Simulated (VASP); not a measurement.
Here is a VASP 6.6.1 calculation.

File INCAR:

```
SYSTEM = CsLiCr2Te2S3
PREC = Accurate
ENCUT = 520
EDIFF = 1E-6
ISMEAR = -1
SIGMA = 0.05
LREAL = .False.
LASPH = .True.
NELM = 150
ALGO = Normal
ISIF = 2
LWAVE = .False.
LCHARG = .False.
ISPIN = 2
MAGMOM = 0 0 3 3 0 0 0 0 0
LORBIT = 11
LMAXMIX = 4
GGA = PE
NBANDS = 47
KPAR = 4
```

KPOINTS

```
Automatic mesh
0
Gamma
  5 5 4
  0 0 0
```

File POSCAR:

```
CsLiCr2Te2S3
1.0
    3.4216200000     -5.1806900000      0.0078400000
    3.4216200000      5.1806900000      0.0078400000
   -2.9041100000      0.0000000000      7.4309300000
Cs Li Cr Te S
1 1 2 2 3
Direct
    0.0937400000      0.0937400000      0.0085300000
    0.5887500000      0.5887500000      0.5533600000
    0.0564600000      0.4675500000      0.5579000000
    0.4675500000      0.0564600000      0.5579000000
    0.5648600000      0.8735700000      0.2903500000
    0.8735700000      0.5648600000      0.2903500000
    0.8115100000      0.3969700000      0.7334700000
    0.3969700000      0.8115100000      0.7334700000
    0.2140400000      0.2140400000      0.4837100000
```

The input KPOINTS_OPT:

```
path GYFHZIF1,H1Y1XGN,MG
10
line-mode
reciprocal
 0.0000000000  0.0000000000  0.0000000000  G
-0.3590512451 -0.3590512451  0.0920144226  Y

-0.3590512451 -0.3590512451  0.0920144226  Y
-0.4106706465 -0.4106706465  0.4246263637  F

-0.4106706465 -0.4106706465  0.4246263637  F
-0.3074318437 -0.3074318437  0.7594024814  H

-0.3074318437 -0.3074318437  0.7594024814  H
 0.0000000000  0.0000000000  0.5000000000  Z

 0.0000000000  0.0000000000  0.5000000000  Z
-0.5000000000  0.5000000000  0.5000000000  I

-0.5000000000  0.5000000000  0.5000000000  I
-0.5893293535  0.4106706465  0.5753736363  F1

-0.6925681563  0.3074318437  0.2405975186  H1
-0.6409487549  0.3590512451 -0.0920144226  Y1

-0.6409487549  0.3590512451 -0.0920144226  Y1
-0.5000000000  0.5000000000  0.0000000000  X

-0.5000000000  0.5000000000  0.0000000000  X
 0.0000000000  0.0000000000  0.0000000000  G

 0.0000000000  0.0000000000  0.0000000000  G
-0.5000000000  0.0000000000  0.0000000000  N

-0.5000000000  0.0000000000  0.5000000000  M
 0.0000000000  0.0000000000  0.0000000000  G
```

Potentials or basis: VASP PAW PBE potentials, release 64 (Cs_sv, Li_sv, Cr_pv, Te, S).

Launch:

```console
$ cat potpaw_PBE.64/Cs_sv/POTCAR potpaw_PBE.64/Li_sv/POTCAR potpaw_PBE.64/Cr_pv/POTCAR potpaw_PBE.64/Te/POTCAR potpaw_PBE.64/S/POTCAR > POTCAR
$ mpirun -np 4 vasp_std > vasp.out
```

(1) Predict the band gap along the path.

(2) Predict the site moments.

(3) What does it give for the largest force?

(4) What does it give for the net moment?

Answers

(1) none (metal or under the smearing width).

(2) Cs -0.00; Li +0.00; Cr +2.27; Te -0.19; S -0.08 μB.

(3) 0.012 eV/Å.

(4) 4.01 μB per cell.

Caveat: spin-orbit coupling is left out, which moves the levels of the heavy elements; only a ferromagnetic start was run, and an antiferromagnetic order may lie lower in energy.
